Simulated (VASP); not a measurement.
Level of theory: PBEsol GGA, VASP's PBE PAW potentials (set 64) (plane waves; VASP).

VASP input:

**INCAR**
```
! general
SYSTEM  = NaLiZnS2
PREC    = Accurate
ENCUT   = 520
LREAL   = .False.
LASPH   = .True.

! electronic loop
EDIFF   = 1E-6
NELM    = 100
ALGO    = Normal
LMAXMIX = 4

! smearing
ISMEAR  = 0
SIGMA   = 0.05

! functional
GGA     = PS

! ions
IBRION  = 2
NSW     = 60
ISIF    = 3
EDIFFG  = -0.02

! output
LWAVE   = .False.
LCHARG  = .False.
```

**KPOINTS**
```
Automatic mesh
0
Gamma
6 6 3
0 0 0
```

**POSCAR**
```
NaLiZnS2
1
    3.9214084342    -0.0000000000     0.0000000000
   -1.9607042171     3.3960392087    -0.0000000000
    0.0000000000    -0.0000000000     6.7510135962
Na Li Zn S
1 1 1 2
Direct
  0.0000000000   0.0000000000   0.0259778425
  0.3333330000   0.6666670000   0.3571659008
  0.6666670000   0.3333330000   0.6120814192
  0.3333330000   0.6666670000   0.7331201489
  0.6666670000   0.3333330000   0.2716446886
```

POTCAR, in this order: Na_pv Li_sv Zn S (PBE.64 set). Program: vasp_std.

The resulting files:

### OUTCAR
```
 ion  position               nearest neighbor table
   1  0.000  0.000  0.026-
   2  0.333  0.667  0.357-   5 2.34   5 2.34   5 2.34   4 2.54
   3  0.667  0.333  0.612-   5 2.30   4 2.41   4 2.41   4 2.41
   4  0.333  0.667  0.733-   3 2.41   3 2.41   3 2.41   2 2.54
   5  0.667  0.333  0.272-   3 2.30   2 2.34   2 2.34   2 2.34
  LATTYP: Found a hexagonal cell.
 ALAT       =     3.9214084342
 C/A-ratio  =     1.7215787923
 Subroutine PRICEL returns:
 Original cell was already a primitive cell.
 Subroutine GETGRP returns: Found  6 space group operations
The static configuration has the point symmetry C_3v.
The dynamic configuration has the point symmetry C_3v.
 Subroutine INISYM returns: Found  6 space group operations
 Subroutine IBZKPT returns following result:
 Found     17 irreducible k-points:

 Following reciprocal coordinates:
            Coordinates               Weight
  0.000000  0.000000  0.000000      1.000000
  0.166667  0.000000  0.000000      6.000000
  0.333333  0.000000  0.000000      6.000000
  0.500000  0.000000  0.000000      3.000000
  0.166667  0.166667  0.000000      6.000000
  0.333333  0.166667  0.000000     12.000000
  0.333333  0.333333  0.000000      2.000000
  0.000000  0.000000  0.333333      2.000000
  0.166667  0.000000  0.333333      6.000000
  0.000000  0.166667  0.333333      6.000000
  0.333333  0.000000  0.333333      6.000000
  0.000000  0.333333  0.333333      6.000000
  0.500000  0.000000  0.333333      6.000000
  0.166667  0.166667  0.333333     12.000000
  0.333333  0.166667  0.333333     12.000000
 -0.166667  0.500000  0.333333     12.000000
  0.333333  0.333333  0.333333      4.000000
   k-points           NKPTS =     17   k-points in BZ     NKDIM =     17   number of bands    NBANDS=     21
   number of dos      NEDOS =    301   number of ions     NIONS =      5
   total plane-waves  NPLWV =  45000
   dimension x,y,z NGX =    30 NGY =   30 NGZ =   50
   dimension x,y,z NGXF=    60 NGYF=   60 NGZF=  100
   ions per type =               1   1   1   2
   PREC   = accura    normal or accurate (medium, high low for compatibility)
   ISTART =      0    job   : 0-new  1-cont  2-samecut
   ICHARG =      2    charge: 1-file 2-atom 10-const
   ISPIN  =      1    spin polarized calculation?
   LNONCOLLINEAR =      F non collinear calculations
   LSORBIT =      F    spin-orbit coupling
   INIWAV =      1    electr: 0-lowe 1-rand  2-diag
   ENCUT  =  520.0 eV  38.22 Ry    6.18 a.u.   7.29  7.29 12.55*2*pi/ulx,y,z
   NELM   =    100;   NELMIN=  2; NELMDL= -5     # of ELM steps
   EDIFF  = 0.1E-05   stopping-criterion for ELM
   LREAL  =      F    real-space projection
   NLSPLINE    = F    spline interpolate recip. space projectors
   LMAXMIX     =    4 max onsite mixed and CHGCAR
   VOSKOWN=      0    Vosko Wilk Nusair interpolation
   EDIFFG = -.2E-01   stopping-criterion for IOM
   NSW    =     60    number of steps for IOM
   NBLOCK =      1;   KBLOCK =     60    inner block; outer block
   IBRION =      2    ionic relax: 0-MD 1-quasi-New 2-CG
   NFREE  =      1    steps in history (QN), initial steepest desc. (CG)
   ISIF   =      3    stress and relaxation
   ISYM   =      2    0-nonsym 1-usesym 2-fastsym
   TEIN   =    0.0    initial temperature
   TEBEG  =    0.0;   TEEND  =   0.0 temperature during run
   SMASS  =  -3.00    Nose mass-parameter (am)
   PSTRESS=    0.0 pullay stress
   NELECT =      34.0000    total number of electrons
   EFERMI =   0.00;   METHOD = LEGACY
   ISMEAR =     0;   SIGMA  =   0.05  broadening in eV -4-tet -1-fermi 0-gaus
   IALGO  =     38    algorithm
   LDIAG  =      T    sub-space diagonalisation (order eigenvalues)
   IMIX   =      4    mixing-type and parameters
     AMIX     =   0.40;   BMIX     =  1.00
...
```

**OSZICAR**
```
       N       E                     dE             d eps       ncg     rms          rms(c)
DAV:   1     0.256094158876E+03    0.25609E+03   -0.15522E+04   714   0.185E+03
DAV:   2     0.110615358289E+02   -0.24503E+03   -0.23677E+03   740   0.417E+02
DAV:   3    -0.177020394117E+02   -0.28764E+02   -0.28560E+02   965   0.132E+02
DAV:   4    -0.203103932733E+02   -0.26084E+01   -0.26003E+01  1288   0.297E+01
DAV:   5    -0.204216668922E+02   -0.11127E+00   -0.11121E+00   983   0.531E+00    0.760E+00
DAV:   6    -0.192408736863E+02    0.11808E+01   -0.26331E+00  1167   0.584E+01    0.622E+00
DAV:   7    -0.191323866139E+02    0.10849E+00   -0.21959E+00   874   0.949E+00    0.284E+00
DAV:   8    -0.191154815813E+02    0.16905E-01   -0.16461E-01   898   0.284E+00    0.155E+00
DAV:   9    -0.191070144130E+02    0.84672E-02   -0.22956E-02  1026   0.121E+00    0.288E-01
DAV:  10    -0.191067345576E+02    0.27986E-03   -0.36097E-03   960   0.406E-01    0.141E-01
DAV:  11    -0.191065460137E+02    0.18854E-03   -0.80336E-04  1026   0.227E-01    0.630E-02
DAV:  12    -0.191065531776E+02   -0.71640E-05   -0.33250E-04  1122   0.135E-01    0.700E-02
DAV:  13    -0.191065636358E+02   -0.10458E-04   -0.10284E-04   891   0.581E-02    0.171E-02
DAV:  14    -0.191065649139E+02   -0.12781E-05   -0.13267E-05  1002   0.279E-02    0.139E-02
DAV:  15    -0.191065650047E+02   -0.90793E-07   -0.39452E-06   810   0.140E-02
   1 F= -.19106565E+02 E0= -.19106565E+02  d E =-.191066E+02
       N       E                     dE             d eps       ncg     rms          rms(c)
DAV:   1    -0.191067469294E+02   -0.18202E-03   -0.21604E-02   714   0.121E+00    0.821E-02
DAV:   2    -0.191067779930E+02   -0.31064E-04   -0.13003E-03   978   0.427E-01    0.437E-02
DAV:   3    -0.191067662977E+02    0.11695E-04   -0.58595E-05   901   0.703E-02    0.281E-02
DAV:   4    -0.191067609654E+02    0.53323E-05   -0.14070E-05   986   0.333E-02    0.882E-03
DAV:   5    -0.191067601811E+02    0.78430E-06   -0.12143E-06   536   0.970E-03
   2 F= -.19106760E+02 E0= -.19106760E+02  d E =-.195176E-03
       N       E                     dE             d eps       ncg     rms          rms(c)
DAV:   1    -0.191068093226E+02   -0.48357E-04   -0.15268E-02   714   0.102E+00    0.703E-02
DAV:   2    -0.191068310201E+02   -0.21697E-04   -0.91821E-04   978   0.358E-01    0.364E-02
DAV:   3    -0.191068226128E+02    0.84073E-05   -0.41771E-05   906   0.592E-02    0.229E-02
DAV:   4    -0.191068188716E+02    0.37412E-05   -0.97499E-06   997   0.278E-02    0.725E-03
DAV:   5    -0.191068182711E+02    0.60047E-06   -0.79617E-07   472   0.805E-03
   3 F= -.19106818E+02 E0= -.19106818E+02  d E =-.253266E-03
       N       E                     dE             d eps       ncg     rms          rms(c)
DAV:   1    -0.191073257444E+02   -0.50687E-03   -0.36762E-02   759   0.202E+00    0.167E-01
DAV:   2    -0.191070160867E+02    0.30966E-03   -0.29039E-03   849   0.931E-01    0.675E-02
DAV:   3    -0.191069705233E+02    0.45563E-04   -0.27990E-04  1001   0.163E-01    0.329E-02
DAV:   4    -0.191069552783E+02    0.15245E-04   -0.20302E-05   995   0.452E-02    0.177E-02
DAV:   5    -0.191069533845E+02    0.18938E-05   -0.26691E-06   735   0.197E-02    0.676E-03
DAV:   6    -0.191069535521E+02   -0.16758E-06   -0.15229E-06   496   0.101E-02
   4 F= -.19106954E+02 E0= -.19106954E+02  d E =-.135281E-03
```

OUTCAR:
```
------------------------ aborting loop because EDIFF is reached ----------------------------------------
  FORCE on cell =-STRESS in cart. coord.  units (eV):
  Direction    XX          YY          ZZ          XY          YZ          ZX
  --------------------------------------------------------------------------------------
  Total       -0.0167995     -0.0167995     -0.0631712      0.0000000      0.0000000      0.0000000
  in kB       -0.2994756     -0.2994755     -1.1261164      0.0000000      0.0000000      0.0000000
  external PRESSURE =      -0.5750225 kB  Pullay stress =       0.0000000 kB
  volume of cell :       89.88
      direct lattice vectors                 reciprocal lattice vectors
     3.921266847  0.000000000  0.000000000     0.255019625  0.147235654 -0.000000000
    -1.960633424  3.395916591  0.000000000    -0.000000000  0.294471308 -0.000000000
     0.000000000  0.000000000  6.749364989     0.000000000  0.000000000  0.148162087
 POSITION                                       TOTAL-FORCE (eV/Angst)
 -----------------------------------------------------------------------------------
     -1.96063      3.39592      0.17195         0.000000     -0.000000     -0.014314
     -0.00000      2.26395      2.41451         0.000000      0.000000      0.011199
      1.96064      1.13197      4.12982         0.000000     -0.000000     -0.008036
     -0.00000      2.26395      4.95403        -0.000000     -0.000000      0.004509
      1.96064      1.13197      1.82836        -0.000000     -0.000000      0.006643
 -----------------------------------------------------------------------------------
    total drift:                                0.000163     -0.000093     -0.000180
  FREE ENERGIE OF THE ION-ELECTRON SYSTEM (eV)
  ---------------------------------------------------
  free  energy   TOTEN  =       -19.1069535521 eV

  energy  without entropy=      -19.1069535521  energy(sigma->0) =      -19.10695355

 reached required accuracy - stopping structural energy minimisation
```
(Selected blocks of OUTCAR.)

File CONTCAR:
```
NaLiZnS2
   1.00000000000000
     3.9212668474643180    0.0000000000000000    0.0000000000000000
    -1.9606334237321590    3.3959165910024631    0.0000000000000000
     0.0000000000000000    0.0000000000000000    6.7493649885479501
  Na              Li              Zn              S
     1     1     1     2
Direct
     0.0000000000000000    1.0000000000000000    0.0254761317538465
     0.3333330000000032    0.6666669999999968    0.3577385125313133
     0.6666669999999968    0.3333330000000032    0.6118823876801958
     0.3333330000000032    0.6666669999999968    0.7339992214567015
     0.6666669999999968    0.3333330000000032    0.2708937465779397
```

The structure comes from a computed database's NaLiZnS2 entry (P3m1); how it stands against other phases isn't given here. This run relaxes it. Symmetry was kept, so distortions that lower it aren't found. The start is the result of an earlier pass.
